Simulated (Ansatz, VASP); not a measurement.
# MoS2: VASP beside Ansatz, part 2 of 2

Wanted: the spread between two codes on one cell, functional and k mesh. The structure shown is the end of the Ansatz relaxation below.

VASP 6.6.1 and Ansatz 0.2.0.

So far: Set-up; Ansatz: relaxation, PBEsol with D3(BJ).

**3. VASP: single point, PBEsol with D3(BJ)**

Level of this step: PBEsol with D3(BJ), no spin polarisation; plane waves and PAW (Mo_sv, S) (VASP).

The same cell, functional and mesh now go to VASP, with its own data sets.

Lines of VASP's logs that name or quote its potential files are left out, and so is its time.

Input file INCAR:

```
SYSTEM = MoS2
PREC = Accurate
ENCUT = 400
EDIFF = 1E-06
NELM = 120
ISMEAR = 0
SIGMA = 0.01
LREAL = .FALSE.
ALGO = Normal
GGA = PS
IVDW = 12
NBANDS = 64
LASPH = .TRUE.
LORBIT = 11
LWAVE = .FALSE.
LCHARG = .FALSE.
ISIF = 2
LDIPOL = .TRUE.
IDIPOL = 3
DIPOL = 0.5 0.5 0.281
LVHAR = .TRUE.
GGA_COMPAT = .FALSE.
EFERMI = MIDGAP
NELMDL = -8
KPAR = 2
```

Input file POSCAR:

```
MoS2
1.0
    3.1109975279      0.0000000000      0.0000000000
   -1.5554987639      2.6942028903      0.0000000000
    0.0000000000      0.0000000000     66.9799337200
Mo S
4 8
Direct
    0.3333333333      0.6666666667      0.1494003686
    0.6666666667      0.3333333333      0.2369001613
    0.3333333333      0.6666666667      0.3243126962
    0.6666666667      0.3333333333      0.4118124889
    0.6666666667      0.3333333333      0.1260382090
    0.6666666667      0.3333333333      0.1727564819
    0.3333333333      0.6666666667      0.2135684756
    0.3333333333      0.6666666667      0.2602311458
    0.6666666667      0.3333333333      0.3009817118
    0.6666666667      0.3333333333      0.3476443819
    0.3333333333      0.6666666667      0.3884563756
    0.3333333333      0.6666666667      0.4351746485
```

Input file KPOINTS:

```
Automatic mesh
0
Gamma
9 9 1
0 0 0
```

PAW data sets: Mo_sv and S (PBE family, release 64).

On the command line:

```sh
> mpirun -np 2 vasp_std
```

Numbers of over 12 decimals in the logs are rounded to 6 here.

Output:

```text
[banner, memory and clock lines left out]
running    2 mpi-ranks, on    1 nodes
 distrk:  each k-point on    1 cores,    2 groups
 distr:  one band on    1 cores,    1 groups

 POSCAR found type information on POSCAR MoS
 POSCAR found :  2 types and      12 ions
|                                                                             |
|               ----> ADVICE to this user running VASP <----                  |
|                                                                             |
|     You enforced a specific xc type in the INCAR file but a different       |
|     [... a line on the potential file left out ...]
|     I HOPE YOU KNOW WHAT YOU ARE DOING!                                     |
|                                                                             |

 LDA part: xc-table for (Slater+PW92), standard interpolation
|                                                                             |
|           W    W    AA    RRRRR   N    N  II  N    N   GGGG   !!!           |
|           W    W   A  A   R    R  NN   N  II  NN   N  G    G  !!!           |
|           W    W  A    A  R    R  N N  N  II  N N  N  G       !!!           |
|           W WW W  AAAAAA  RRRRR   N  N N  II  N  N N  G  GGG   !            |
|           WW  WW  A    A  R   R   N   NN  II  N   NN  G    G                |
|           W    W  A    A  R    R  N    N  II  N    N   GGGG   !!!           |
|                                                                             |
|     One of the lattice vectors is very long (>50 A), but AMIN is rather     |
|     large. This can spoil convergence since charge sloshing might occur     |
|     along the long lattice vector. If problems with convergence are         |
|     observed, try to decrease AMIN to a smaller value (e.g. 0.01).          |
|     Note: This warning only applies if the self-consistency cycle is        |
|     used.                                                                   |
|                                                                             |

 POSCAR, INCAR and KPOINTS ok, starting setup
 FFT: planning ... GRIDC
 FFT: planning ... GRID_SOFT
 FFT: planning ... GRID
 WAVECAR not read
 entering main loop
       N       E                     dE             d eps       ncg     rms          rms(c)
DAV:   1     0.825408408586E+03    0.82541E+03   -0.48873E+04  1936   0.110E+03
DAV:   2    -0.267402055871E+02   -0.85215E+03   -0.83402E+03  1952   0.303E+02
DAV:   3    -0.963982661549E+02   -0.69658E+02   -0.68336E+02  1776   0.800E+01
DAV:   4    -0.991382828730E+02   -0.27400E+01   -0.27212E+01  2128   0.152E+01
DAV:   5    -0.992016054720E+02   -0.63323E-01   -0.63193E-01  1992   0.232E+00
DAV:   6    -0.992038485749E+02   -0.22431E-02   -0.22415E-02  2128   0.421E-01
DAV:   7    -0.992039349563E+02   -0.86381E-04   -0.86283E-04  1960   0.722E-02
DAV:   8    -0.992039393751E+02   -0.44188E-05   -0.44162E-05  1736   0.147E-02    0.539E+01
DAV:   9    -0.949523229546E+02    0.42516E+01   -0.32400E+01  1672   0.231E+01    0.187E+01
DAV:  10    -0.944762906558E+02    0.47603E+00   -0.15789E+01  1656   0.153E+01    0.123E+01
DAV:  11    -0.936158893132E+02    0.86040E+00   -0.34037E+00  1704   0.764E+00    0.451E+00
DAV:  12    -0.936629734621E+02   -0.47084E-01   -0.45078E-01  1984   0.218E+00    0.252E+00
DAV:  13    -0.936220551486E+02    0.40918E-01   -0.16673E-01  1760   0.171E+00    0.607E-01
DAV:  14    -0.936223500724E+02   -0.29492E-03   -0.11680E-02  2016   0.405E-01    0.352E-01
[...]
DAV:  24    -0.936222578261E+02   -0.22440E-04   -0.43407E-07  1176   0.145E-03    0.143E-03
DAV:  25    -0.936222718743E+02   -0.14048E-04   -0.21675E-07  1088   0.105E-03    0.179E-03
DAV:  26    -0.936222863928E+02   -0.14519E-04   -0.21584E-07  1136   0.855E-04    0.134E-03
DAV:  27    -0.936222901773E+02   -0.37845E-05   -0.42166E-08  1024   0.471E-04    0.738E-04
DAV:  28    -0.936222943146E+02   -0.41373E-05   -0.59526E-08  1032   0.523E-04    0.212E-04
DAV:  29    -0.936222956226E+02   -0.13079E-05   -0.12401E-08   936   0.268E-04    0.237E-04
DAV:  30    -0.936222967752E+02   -0.11526E-05   -0.14729E-08   992   0.219E-04    0.152E-04
DAV:  31    -0.936222973210E+02   -0.54583E-06   -0.48870E-09   928   0.185E-04
   1 F= -.97964609E+02 E0= -.97964609E+02  d E =0.000000E+00
```

From OUTCAR (step 3):

```text
ion  position               nearest neighbor table
   1  0.333  0.667  0.149-   6 2.38   6 2.38   6 2.38   5 2.38   5 2.38   5 2.38
   2  0.667  0.333  0.237-   8 2.38   8 2.38   8 2.38   7 2.38   7 2.38   7 2.38
   3  0.333  0.667  0.324-   9 2.38   9 2.38   9 2.38  10 2.38  10 2.38  10 2.38
   4  0.667  0.333  0.412-  11 2.38  11 2.38  11 2.38  12 2.38  12 2.38  12 2.38
   5  0.667  0.333  0.126-   1 2.38   1 2.38   1 2.38
   6  0.667  0.333  0.173-   1 2.38   1 2.38   1 2.38
   7  0.333  0.667  0.214-   2 2.38   2 2.38   2 2.38
   8  0.333  0.667  0.260-   2 2.38   2 2.38   2 2.38
   9  0.667  0.333  0.301-   3 2.38   3 2.38   3 2.38
  10  0.667  0.333  0.348-   3 2.38   3 2.38   3 2.38
  11  0.333  0.667  0.388-   4 2.38   4 2.38   4 2.38
  12  0.333  0.667  0.435-   4 2.38   4 2.38   4 2.38

  LATTYP: Found a hexagonal cell.
 ALAT       =     3.1109975279
 C/A-ratio  =    21.5300504482

 Subroutine GETGRP returns: Found 12 space group operations
 (whereof  6 operations were pure point group operations)

The static configuration has the point symmetry C_3v.
 The point group associated with its full space group is D_3d.

 Found     12 irreducible k-points:

   k-points           NKPTS =     12   k-points in BZ     NKDIM =     12   number of bands    NBANDS=     64

   dimension x,y,z NGX =    20 NGY =   20 NGZ =  448
   dimension x,y,z NGXF=    40 NGYF=   40 NGZF=  896

   ENCUT  =  400.0 eV  29.40 Ry    5.42 a.u.   5.07  5.07109.23*2*pi/ulx,y,z

   NELECT =     104.0000    total number of electrons

 k-points in reciprocal lattice and weights: Automatic mesh
   0.00000000  0.00000000  0.00000000       0.012
   0.11111111 -0.00000000  0.00000000       0.074
   0.22222222  0.00000000  0.00000000       0.074
   0.33333333  0.00000000  0.00000000       0.074
   0.44444444  0.00000000  0.00000000       0.074
   0.11111111  0.11111111  0.00000000       0.074
   0.22222222  0.11111111  0.00000000       0.148
   0.33333333  0.11111111  0.00000000       0.148
   0.44444444  0.11111111  0.00000000       0.074
   0.22222222  0.22222222  0.00000000       0.074
   0.33333333  0.22222222  0.00000000       0.148
   0.33333333  0.33333333  0.00000000       0.025

 dipolmoment           0.000000      0.000000      0.000002 electrons x Angstroem

 average (electrostatic) potential at core
       1 -82.2794       2 -82.2820       3 -82.2820       4 -82.2794       5 -92.3414
       6 -92.3812       7 -92.3930       8 -92.3929       9 -92.3929      10 -92.3930
      11 -92.3812      12 -92.3414

 E-fermi :   0.1176

 k-point     1 :       0.0000    0.0000    0.0000
  band No.  band energies     occupation
    ...
     48      -1.9576      2.00000
     49      -1.5996      2.00000
     50      -0.8087      2.00000
     51      -0.4739      2.00000
     52      -0.2862      2.00000
     53       1.8158      0.00000
     54       1.8158      0.00000
     55       1.8233      0.00000
     56       1.8233      0.00000
     57       1.8506      0.00000
    ...

 k-point     2 :       0.1111   -0.0000    0.0000
  band No.  band energies     occupation
    ...
     48      -1.7384      2.00000
     49      -1.5804      2.00000
     50      -0.9747      2.00000
     51      -0.8088      2.00000
     52      -0.7337      2.00000
     53       1.6298      0.00000
     54       1.6435      0.00000
     55       1.6515      0.00000
     56       1.6650      0.00000
     57       1.6682      0.00000
    ...

 k-point     3 :       0.2222    0.0000    0.0000
  band No.  band energies     occupation
    ...
     48      -1.9825      2.00000
     49      -1.8374      2.00000
     50      -1.7211      2.00000
     51      -1.7006      2.00000
     52      -1.6893      2.00000
     53       0.9118      0.00000
     54       1.0847      0.00000
     55       1.3095      0.00000
     56       1.3322      0.00000
     57       1.4142      0.00000
    ...

 Edisp (eV)   -4.34231

  Total      -0.34751    -0.34751    -0.36437    -0.00000     0.00000    -0.00000
  in kB      -0.99175    -0.99175    -1.03986    -0.00000     0.00000    -0.00000
  external pressure =       -1.01 kB  Pullay stress =        0.00 kB

  energy-cutoff  :      400.00
  volume of cell :      561.40
      direct lattice vectors                 reciprocal lattice vectors
     3.110997528  0.000000000  0.000000000     0.321440307  0.185583648  0.000000000
    -1.555498764  2.694202890  0.000000000     0.000000000  0.371167295  0.000000000
     0.000000000  0.000000000 66.979933720     0.000000000  0.000000000  0.014929845

 POSITION                                       TOTAL-FORCE (eV/Angst)
 -----------------------------------------------------------------------------------
     -0.00000      1.79614     10.00683        -0.000000     -0.000000     -0.001199
      1.55550      0.89807     15.86756         0.000000      0.000000     -0.000471
     -0.00000      1.79614     21.72244         0.000000     -0.000000      0.000471
      1.55550      0.89807     27.58317        -0.000000      0.000000      0.001199
      1.55550      0.89807      8.44203        -0.000000     -0.000000     -0.002055
      1.55550      0.89807     11.57122         0.000000      0.000000     -0.002307
     -0.00000      1.79614     14.30480        -0.000000      0.000000      0.002372
     -0.00000      1.79614     17.43026         0.000000     -0.000000     -0.002530
      1.55550      0.89807     20.15974         0.000000      0.000000      0.002530
      1.55550      0.89807     23.28520         0.000000      0.000000     -0.002372
     -0.00000      1.79614     26.01878        -0.000000      0.000000      0.002307
     -0.00000      1.79614     29.14797         0.000000     -0.000000      0.002055
 -----------------------------------------------------------------------------------
    total drift:                                0.000000     -0.000000      0.000117

  FREE ENERGIE OF THE ION-ELECTRON SYSTEM (eV)
  ---------------------------------------------------
  free  energy   TOTEN  =       -97.9646085538 eV

  energy  without entropy=      -97.9646085538  energy(sigma->0) =      -97.96460855

 vacuum level on the upper side and lower side of the slab         4.827         4.827

 total charge
# of ion       s       p       d       tot
------------------------------------------
    1        2.304   6.240   4.021  12.565
    2        2.305   6.240   4.027  12.571
    3        2.305   6.240   4.027  12.571
    4        2.304   6.240   4.021  12.565
    5        1.358   2.333   0.000   3.691
    6        1.361   2.329   0.000   3.690
    7        1.361   2.329   0.000   3.690
    8        1.361   2.329   0.000   3.690
    9        1.361   2.329   0.000   3.690
   10        1.361   2.329   0.000   3.690
   11        1.361   2.329   0.000   3.690
   12        1.358   2.333   0.000   3.691
--------------------------------------------------
tot         20.097  43.601  16.095  79.794

[... 3 further parts left out ...]
```

This run has no spin polarisation, so a moment on Mo, if there is one, isn't seen.

**4. Side by side**

Known differences besides the potentials themselves: fixed occupations in Ansatz, narrow Gaussian smearing in VASP; Ansatz cuts the interaction across the vacuum, VASP repeats the sheet with a dipole correction; the cutoff is 420 eV in Ansatz and 400 eV in VASP; Ansatz makes its cores anew for this functional, VASP keeps those of its PBE data sets. Total energies have different zeros and are not compared.

The two programs side by side:

| quantity | Ansatz | VASP | difference |
| --- | --- | --- | --- |
| gap on the k mesh (eV) | 0.789 | 0.808 | -0.018 |

At this near-relaxed geometry the largest component of a force difference is 3 meV/Å. A gap on the mesh is an upper bound, since the band edges may lie between its points. With vacuum in the cell, a pressure given here is an average over mostly empty space and none of the material.

**5. Outcome**

| Property | Result |
| --- | --- |
| difference in gap on the k mesh (single point, PBEsol with D3(BJ)) | -0.018 eV |

In words: The difference in gap on the k mesh is -0.018 eV (single point, PBEsol with D3(BJ)), within the 0.08 eV picked in this series as the mark of a large difference. Such differences can come from data sets, numerical settings and the points named under the comparisons, not from the functional's error against experiment.

[Lines on the potential files, build, host, timing and source positions are cut from VASP's logs without a mark.]

[Logs are printed without paths, hosts, clocks, repeated set-up lines and the standing remarks that a program may print on its own settings, such as how far it seeks lower states.]

[Hosts, paths, dates, database ids (printed as entryN), source tags and the programs' standing remarks are cut or masked in the printed files.]
